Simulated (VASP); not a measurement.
Consider the following.

```xyz
2
Lattice="2.8222 0.0000 0.0000 0.0000 2.8222 0.0000 0.0000 0.0000 2.8222" Properties=species:S:1:pos:R:3 pbc="T T T"
Al     1.4111     1.4111     1.4111
Co     0.0000     0.0000     0.0000
```

All values below come from AM05 GGA, VASP's PBE PAW potentials (set 64) (plane waves; VASP). Run with 520 eV cut-off, Gaussian smearing of 0.050 eV, potentials Al Co.

Question: Estimate the band gap (along the path) with the smallest direct gap where there is one.

Answer: 
```yaml
band gap (along the path): none (metal, semimetal or under 0.01 eV)
```

Only differences to runs with the same potentials and settings are physical.

The compound is CoAl in the CsCl type structure. It was relaxed first. The run is not spin-polarised, so no magnetic state was tried.
